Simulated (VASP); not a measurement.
The system is Al.

```xyz
1
Lattice="0.0000 2.0248 2.0248 2.0248 0.0000 2.0248 2.0248 2.0248 0.0000" Properties=species:S:1:pos:R:3 pbc="T T T"
Al    0.0000    0.0000    0.0000
```

* Program: VASP 6.6.1
* Task: relaxation of cell and atoms
* Functional: LDA
* Potentials or basis: VASP PAW LDA potentials, release 64 (Al)
* Cutoff: 600 eV
* k mesh: 16 × 16 × 16
* Occupations: methfessel-paxton, width 0.1 eV
* Spin: no spin polarisation

At the start: pressure -3.7 GPa; volume 16.60 Å³/atom.

Task: Where does the relaxation end?

Result: Over 3 steps the energy falls by 9.6 meV/atom and the volume is 15.81 Å³/atom (-4.7 %); space group Fm-3m (No. 225, to 0.05 Å).

Step by step:
```csv
step,energy change (eV),largest force (eV/Å),pressure (GPa),volume (Å³)
1,0.0000,0.0000,-3.74,16.60
2,-0.0093,0.0000,0.71,15.69
3,-0.0096,0.0000,0.01,15.81
```

Final structure:
```yaml
crystal:
  lattice:
    - [0.00000, 1.99224, 1.99224]
    - [1.99224, 0.00000, 1.99224]
    - [1.99224, 1.99224, 0.00000]
  atoms:
    - { symbol: Al, position: [0.00000, 0.00000, 0.00000] }
```
